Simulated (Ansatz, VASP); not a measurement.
# Cross-check of TiTe2 between VASP and Ansatz

One calculation is typed for both programs; each brings its own data sets. How far apart do they land? The structure shown comes from an earlier Ansatz run, which isn't shown and may have moved the atoms alone.

Method: plane waves, with VASP 6.6.1 beside it; elastic constants at LDA, in Ansatz 0.2.0.

### 1. Starting point

Symmetry: P-3m1, No. 164, trigonal system. Conventional cell: a = 3.687 Å, b = 3.687 Å, c = 6.285 Å, α = 90.00°, β = 90.00°, γ = 120.00°. Nearest to Ti lie 6 Te at 2.72 Å. Nearest to Te lie 3 Ti at 2.72 Å. Farther neighbours and most contacts between anions are not listed.

### 2. Ansatz: elastic constants, LDA

Ansatz runs on its default PAW (the set named soft_2) files.

Elastic constants are differences of stresses under small strains, so they test the stress and the mesh.

Input file input.yaml:

```yaml
crystal:
  lattice:
    - [3.687181313, 0.0, 0.0]
    - [-1.8435906565, 3.1931926854, 0.0]
    - [0.0, 0.0, 6.2847148752]
  atoms:
    - { symbol: Ti, position: [0.0, 0.0, 0.0] }
    - { symbol: Te, position: [0.6666666667, 0.3333333333, 0.2684271541] }
    - { symbol: Te, position: [0.3333333333, 0.6666666667, 0.7315728459] }
kpoints:
  mp_grid: { grid: [6, 6, 4] }
hamiltonian:
  xc: lda
scf:
  occupations: { method: gaussian, width: 0.1 }
output:
  forces: true
  stress: true
  eigenvalues: true
elastic:
  mode: relaxed_ion
  stencil: two_point
```

The run is started by

```bash
$ ansatz run input.yaml --threads 2 --pin off --max-ram 5120MiB --backend cpu --events-out ev --progress --plain --runs-dir out
```

Numbers of over 12 decimals in the logs are rounded to 6 here.

Output:

```text
Engine: ansatz 0.2.0, x86_64-unknown-linux-gnu
Pseudopotentials: kind: paw
Pseudopotential: Ti, paw, valence charge 12, recommended cutoff 420 eV (normal), Ti.paw.azcp
Pseudopotential: Te, paw, valence charge 16, recommended cutoff 420 eV (normal), Te.paw.azcp
Functional definition: SPW92
  exchange = slater_x
  correlation = pw_c
Crystal: 3 atoms, lattice volume = 73.995 Å³
Basis set: ecut = 420 eV, 1449 PW (Γ)
Bands: 27, of which v1, the nominal top of the filled ones, is band 22 counted from 1 (21 counted from 0)
Symmetry: 12 space group operations
Space group: P-3m1 (ITA 164), of the structure as read, at distance tolerance 4.2e-5 Å
k-points: 24 of 144
Non-local potential: Ti, projectors of the file, l = 0: 3, l = 1: 2, l = 2: 3, l = 3: 1
Non-local potential: Te, projectors of the file, l = 0: 2, l = 1: 2, l = 2: 2, l = 3: 2
PAW form: soft (Blöchl's): semilocal exchange-correlation on the pseudo side does not see the compensation charge
PAW frozen core: Ti, regenerated for the run's functional, and the local potential with it (the file was generated under x = pbe(κ = 0.804, μ = 0.219515), c = pbe(β = 0.066725))
PAW frozen core: Te, regenerated for the run's functional, and the local potential with it (the file was generated under x = pbe(κ = 0.804, μ = 0.219515), c = pbe(β = 0.066725))
PAW one-centre angular grid: Ti, 590 points (default); XC on 64 Gauss nodes
PAW one-centre angular grid: Te, 590 points (default); XC on 64 Gauss nodes
Initial density: superposition of atomic densities (neutral atoms: chi_scale 0, normalization atom), corrected by the library's trained network
Initial wavefunctions: pseudopotential atomic-orbital guess
Functional: x = slater, c = lda
SCF iter   1: F=—  HF=-16106.898517 eV  |F-HF|=—  |Δ(HF+E_count)|=         —  Δρ=6.41e-3  dr2=2.23e-2  ethr=1.77e-3  ⟨swp⟩=5.5  Hψ=2848  notcnv=0
preconditioner: auto → Kerker (q_TF=auto, 2.502 Å⁻¹)  [metal: Δε(μ)=0.063 eV  Ē_g=6.648 eV  σ=0.100 eV  W_gap=0.34  n_scr=22 (ndim 8)  ℏωp=17.3 eV  f_vac=0.007  D(μ)=1.17/eV (n_scr^D=2)]
SCF iter   2: F=—  HF=-16106.893653 eV  |F-HF|=—  |Δ(HF+E_count)|=   4.86e-3  Δρ=3.45e-3  dr2=6.30e-3  ethr=5.06e-5  ⟨swp⟩=1.1  Hψ=845  notcnv=0  defer=1
SCF iter   3: F=—  HF=-16106.892464 eV  |F-HF|=—  |Δ(HF+E_count)|=   1.19e-3  Δρ=4.23e-4  dr2=1.82e-4  ethr=1.43e-5  ⟨swp⟩=2.9  Hψ=1149  notcnv=0  defer=1
SCF iter   4: F=—  HF=-16106.892412 eV  |F-HF|=—  |Δ(HF+E_count)|=   5.17e-5  Δρ=1.72e-4  dr2=3.48e-5  ethr=4.13e-7  ⟨swp⟩=2.0  Hψ=1132  notcnv=0  defer=1
SCF iter   5: F=—  HF=-16106.892389 eV  |F-HF|=—  |Δ(HF+E_count)|=   2.35e-5  Δρ=6.24e-5  dr2=1.01e-5  ethr=7.90e-8  ⟨swp⟩=2.0  Hψ=993  notcnv=0  defer=1
SCF iter   6: F=—  HF=-16106.892387 eV  |F-HF|=—  |Δ(HF+E_count)|=   1.42e-6  Δρ=1.64e-5  dr2=3.60e-7  ethr=2.30e-8  ⟨swp⟩=3.0  Hψ=1149  notcnv=0  defer=1
SCF iter   7: F=—  HF=-16106.892386 eV  |F-HF|=—  |Δ(HF+E_count)|=   1.09e-6  Δρ=7.23e-6  dr2=7.91e-8  ethr=8.18e-10  ⟨swp⟩=2.0  Hψ=1127  notcnv=0  defer=1
SCF iter   8: F=—  HF=-16106.892386 eV  |F-HF|=—  |Δ(HF+E_count)|=   2.17e-8  Δρ=1.82e-6  dr2=3.79e-9  ethr=1.80e-10  ⟨swp⟩=2.0  Hψ=1133  notcnv=0  defer=1
SCF iter   9: F=—  HF=-16106.892386 eV  |F-HF|=—  |Δ(HF+E_count)|=  2.78e-10  Δρ=6.55e-7  dr2=5.20e-10  ethr=8.61e-12  ⟨swp⟩=2.8  Hψ=1111  notcnv=0  defer=1
SCF iter  10: F=—  HF=-16106.892386 eV  |F-HF|=—  |Δ(HF+E_count)|=  3.46e-11  Δρ=1.93e-7  dr2=3.59e-11  ethr=1.18e-12  ⟨swp⟩=3.0  Hψ=1158  notcnv=0  defer=1
[...]
SCF 1 converged in 13 iterations: F = -16106.892386 eV  dr2 = 1.02e-14
  greatest PAW one-centre occupation: 0.999 electrons in one spin orbital (limit 2), on the Te atom at site 2 (counted from 0), in its partial waves of l = 2
relax step   1: F+E_penalty+E_count = -16106.89238599 eV  Δ(F+E_penalty+E_count) = +0.000e0 eV  max|allowed force component| = 1.081e-4 eV/Å  Δτ_max = 0.0000 Å  (13 SCF iters, accepted)
Initial density: handed on by an earlier stage of this run
Initial wavefunctions: pseudopotential atomic-orbital guess (no wavefunctions were taken with the density)
[...]
SCF 29 converged in 10 iterations: F = -16106.892372 eV  dr2 = 8.03e-19
relax step   3: F+E_penalty+E_count = -16106.89237192 eV  Δ(F+E_penalty+E_count) = -6.379e-9 eV  max|allowed force component| = 5.581e-7 eV/Å  Δτ_max = 0.0000 Å  (10 SCF iters, accepted)
[...]
SCF iter   1: F=—  HF=-16106.892372 eV  |F-HF|=—  |Δ(HF+E_count)|=         —  Δρ=6.76e-11  dr2=2.59e-18  ethr=1.00e-12  ⟨swp⟩=1.8  Hψ=5670  notcnv=0
iter 2 did not close the SCF: its close was put off for the readings that it lacked (scf_convergence_deferred on its scf_iter line)
SCF iter   2: F=-16106.892372 eV  HF=-16106.892372 eV  |F-HF|=1.82e-12  |Δ(HF+E_count)|=  3.64e-12  Δρ=3.18e-11  dr2=6.86e-19  ethr=2.27e-16 (applied; sched 1.00e-12)  ⟨swp⟩=2.2  Hψ=2446  notcnv=0
iter 3 did not close the SCF: its close was put off for the readings that it lacked (scf_convergence_deferred on its scf_iter line)
SCF iter   3: F=-16106.892372 eV  HF=-16106.892372 eV  |F-HF|=7.28e-12  |Δ(HF+E_count)|=  3.64e-12  Δρ=2.19e-11  dr2=3.66e-19  ethr=2.27e-16 (applied; sched 1.00e-12)  ⟨swp⟩=1.0  Hψ=1269  notcnv=0
iter 4 did not close the SCF: its close was put off for the readings that it lacked (scf_convergence_deferred on its scf_iter line)
SCF iter   4: F=-16106.892372 eV  HF=-16106.892372 eV  |F-HF|=7.28e-12  |Δ(HF+E_count)|=  7.28e-12  Δρ=5.74e-12  dr2=2.83e-20  ethr=2.27e-16 (applied; sched 1.00e-12)  ⟨swp⟩=1.0  Hψ=1269  notcnv=0
iter 5 did not close the SCF: its close was put off for the readings that it lacked (scf_convergence_deferred on its scf_iter line)
SCF iter   5: F=-16106.892372 eV  HF=-16106.892372 eV  |F-HF|=0.00e0  |Δ(HF+E_count)|=  7.28e-12  Δρ=2.91e-12  dr2=7.05e-21  ethr=2.27e-16 (applied; sched 1.00e-12)  ⟨swp⟩=1.0  Hψ=1269  notcnv=0
SCF iter   6: F=-16106.892372 eV  HF=-16106.892372 eV  |F-HF|=7.28e-12  |Δ(HF+E_count)|=  3.64e-12  Δρ=1.42e-12  dr2=1.37e-21  ethr=1.00e-12  ⟨swp⟩=1.0  Hψ=2728  notcnv=0
SCF 30 converged in 6 iterations: F = -16106.892372 eV  dr2 = 1.37e-21
SCF converged after 14 iterations
Free energy (F): -16106.892386 eV
Harris-Foulkes:  -16106.892386 eV  (|F-HF|=3.64e-12)
Internal energy: -16106.886259 eV  (E = F + TS)
E sigma→0 (E₀):  -16106.889323 eV
Entropy (-TS):   -0.006127 eV (-2.042 meV/atom)
Fermi energy:    11.200028 eV
--- Per-component energies (eV) ---
  E_band       = -623.847195
  E_kinetic    = 638.932622
  E_local      = -3205.052084  (includes V_loc(G=0)·N_el)
  E_nonlocal   = -596.659263
  E_hartree    = 1905.405295
  E_xc         = -346.401556
  E_vxc        = -334.045003  (∫ρ·V_xc dr)
  E_paw        = -10019.839245  (= ΣΔE_a)
  E_vpaw       = -937.833727  (= ΣTr[D̂ρ^β])
  E_aug_tail   = -0.000330  (compensation charges beyond the density's cutoff)
  E_ewald      = -4484.954972
  E_core_change = 1.683273  (= ΣΔE_core)
  E_smearing   = -0.006127  (= −TS)
  E_closure    = -0.000000  (closes the sum)
  Σ components = -16106.892386   (vs F -16106.892386, Δ=0.00e0)
--- Forces (eV/Å), atoms counted from 1 ---
  atom   1  Ti     0.00000000    -0.00000000     0.00000000
  atom   2  Te     0.00000000     0.00000000     0.00000001
  atom   3  Te    -0.00000000    -0.00000000    -0.00000001
  max |Σ_I F_I| component: 3.47e-18 eV/Å
--- Stress (GPa, compression-positive) ---
       -0.009793      -0.000000       0.000000
        0.000000      -0.009793      -0.000000
        0.000000       0.000000      -0.009390
  P = ⅓ Tr σ = -0.0097 GPa (-0.097 kbar)
--- Band table (eV; the first three rows and the last of 24) ---
  k-point 0: bands = [... 18 lower, 9.5341, 11.5218, 11.6697, 11.6697, 12.1117, 12.5354, 12.5354, 14.4970, ... 1 higher]
  k-point 1: bands = [... 18 lower, 9.5812, 10.1998, 11.6612, 11.6612, 12.3020, 12.3020, 12.3437, 14.8020, ... 1 higher]
  k-point 2: bands = [... 18 lower, 9.6321, 9.6321, 11.6539, 11.6539, 12.1001, 12.1001, 12.4050, 15.0871, ... 1 higher]
  k-point 23: bands = [... 18 lower, 7.4245, 7.6851, 9.5123, 9.5123, 12.2648, 12.2648, 12.3083, 14.5878, ... 1 higher]
--- Elastic constants: 3 strain directions × 2 members + reference (group order 12) ---
  dense FFT box of the reference and of every strained cell: 25×25×45
  strains applied: 11, 33, 23; error gains: componentwise 1.00 (the most a stress slope's error grows in a printed constant), spectral 1.41 (1 for all six strains in a standard setting)
  reference relaxed by the batch: 3 steps; max|allowed force component| 1.08e-4 eV/Å at the deck's positions, 9.56e-9 at the last accepted step, 8.65e-9 by the solve of record
  largest displacement 1.0e-5 Å; the constants are those of the deck's cell at these positions:
  atoms:
    - { symbol: Ti, position: [0, 0, 0] }
    - { symbol: Te, position: [0.666667, 0.333333, 0.268426] }
    - { symbol: Te, position: [0.333333, 0.666667, 0.731574] }
  C = ∂σ_k/∂η_j (tension-positive GPa; Voigt order 11 22 33 23 13 12):
       109.214     24.656     18.862      8.654     -0.000     -0.000
        24.656    109.214     18.862     -8.654      0.000      0.000
        18.830     18.830     75.083      0.000      0.000     -0.000
         8.653     -8.653      0.000     25.557     -0.000      0.000
         0.000      0.000      0.000     -0.000     25.557      8.653
         0.000     -0.000     -0.000      0.000      8.654     42.279
  reference stress σ⁰ (GPa):      0.010      0.010      0.009      0.000     -0.000      0.000
  C* (energy form; C + prestress term) asymmetry max|C*_kj − C*_jk| = 3.288e-2 GPa — a small one proves nothing (zero by symmetry where the batch's group is 432, −43m or m−3m); a large one is finite-difference/SCF noise where every solve meets its electron count
  moduli (Voigt/Reuss/Hill, GPa): K = 46.47/44.77/45.62   G = 34.09/30.35/32.22   E = 78.24   ν = 0.214
  mechanically stable: yes (min eigenvalue of sym C = 21.89 GPa)
  strain η (Voigt 11):  stress-route row diagonal C_11 = 109.21 GPa, energy-path curvature d²(F+E_count+ΔE)/dδ²/Ω₀ = 109.30 GPa
         δ    σ_11 (GPa)             F (eV)   n_scf  n_hpsi   n_pw
    -2.000e-3      -0.2084      -16106.8923120       6   15382   1463   relax 4 steps, max|allowed force component| 1.49e-5 eV/Å
     2.000e-3       0.2284      -16106.8922774       6   15334   1464   relax 3 steps, max|allowed force component| 1.05e-6 eV/Å
  strain η (Voigt 33):  stress-route row diagonal C_33 = 75.08 GPa, energy-path curvature d²(F+E_count+ΔE)/dδ²/Ω₀ = 75.06 GPa
         δ    σ_33 (GPa)             F (eV)   n_scf  n_hpsi   n_pw
    -2.000e-3      -0.1430      -16106.8923355       6    7745   1456   relax 3 steps, max|allowed force component| 4.73e-7 eV/Å
     2.000e-3       0.1573      -16106.8923219       6    7757   1464   relax 3 steps, max|allowed force component| 8.71e-7 eV/Å
  strain η (Voigt 23):  stress-route row diagonal C_44 = 25.56 GPa, energy-path curvature d²(F+E_count+ΔE)/dδ²/Ω₀ = 25.60 GPa
         δ    σ_23 (GPa)             F (eV)   n_scf  n_hpsi   n_pw
    -2.000e-3      -0.0509      -16106.8923718       6   15426   1462   relax 4 steps, max|allowed force component| 2.26e-7 eV/Å
     2.000e-3       0.0513      -16106.8923719       6   15425   1462   relax 3 steps, max|allowed force component| 5.58e-7 eV/Å
```

Reading the cycles: dr2 is the Hartree energy of the density residual (eV), the measure of convergence; HF is the Harris–Foulkes estimate of the energy, which meets the free energy F at convergence.

[end of part 1 of 2]

[Lines on the potential files, build, host, timing and source positions are cut from VASP's logs without a mark.]

[Logs are printed without paths, hosts, clocks, repeated set-up lines and the standing remarks that a program may print on its own settings, such as how far it seeks lower states.]

[Hosts, paths, dates, database ids (printed as entryN), source tags and the programs' standing remarks are cut or masked in the printed files.]
